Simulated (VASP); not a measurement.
The system is InAs.

```xyz
2
Lattice="0.0000 3.0180 3.0180 3.0180 0.0000 3.0180 3.0180 3.0180 0.0000" Properties=species:S:1:pos:R:3 pbc="T T T"
In    0.0000    0.0000    0.0000
As    1.5090    1.5090    1.5090
```

Program: VASP 6.6.1. Alike in all runs: task single point; no spin polarisation; cell as given; k mesh 9 × 9 × 9; cutoff (eV) 520; smearing fermi-dirac 0.05 eV.

Q: Order these runs on this cell by their pressure, lowest first.
A. level PBE; potentials or basis VASP PAW PBE potentials, release 64 (In_d, As)
B. level LDA; potentials or basis VASP PAW LDA potentials, release 64 (In_d, As)
C. level r2SCAN; potentials or basis VASP PAW PBE potentials, release 64 (In_d, As)

A: B (-0.1 GPa), C (2.3 GPa), A (4.4 GPa).

Caveats: the PAW data sets were made with another functional, which shifts forces and pressure a little (some runs).
